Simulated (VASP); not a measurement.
Given:

```xyz
4
Lattice="1.2522 -2.1688 0.0000 1.2522 2.1688 0.0000 0.0000 0.0000 8.0460" Properties=species:S:1:pos:R:3 pbc="T T T"
C      1.2522    -2.1688     2.0115
C      1.2522     2.1688     6.0345
C      1.2522     0.7229     2.0115
C      1.2522    -0.7229     6.0345
```

The numbers are results of PBE GGA, VASP's PBE PAW potentials (set 64) (plane waves; VASP), not measurements. Numerical set-up: 600 eV cut-off, 10×10×4 Γ-centred mesh, Gaussian smearing of 0.050 eV, potentials C.

Without a dispersion term in the relaxation, distances and binding between the weakly bound layers, chains or molecules are unreliable, and so is what depends on them.

**Question.** What does the run give for the energy per atom (σ→0), pressure?

**Answer.** 
```json
{
  "energy per atom (σ→0)": "-9.216 eV/atom",
  "pressure": "-9.76 GPa"
}
```

The absolute energy has meaning only against runs of the same code, potentials and settings.

The compound is C in the graphite structure. This cell was strained or had an atom moved on purpose.
